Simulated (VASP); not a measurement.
Consider the following.

```
TlBr
1.0
    4.00188     0.00000     0.00000
    0.00000     4.00188     0.00000
    0.00000     0.00000     4.00188
Tl Br
1 1
Direct
  0.00000   0.00000   0.00000
  0.50000   0.50000   0.50000
```

The numbers are results of PBE GGA with D4 dispersion, VASP's PBE PAW potentials (set 64) (plane waves; VASP), not measurements. Settings: 520 eV cut-off, 8×8×8 Γ-centred mesh, tetrahedra with Blöchl corrections, potentials Tl_d Br.

Unless said otherwise, spin-orbit coupling is left out, though it shifts the bands of the heavy elements here.

**Question.** Estimate the energy per atom (σ→0), band gap (on the k-mesh) with the smallest direct gap where there is one.

**Answer.** 
| Item | Result |
|---|---|
| band gap (on the k-mesh) | 1.91 eV |
| smallest direct gap (on the k-mesh) | 1.91 eV |
| energy per atom (σ→0) | -3.110 eV/atom |

Total energies compare only between runs with the same potentials, cut-off and functional.

The compound is TlBr in the CsCl type structure. It was relaxed first.
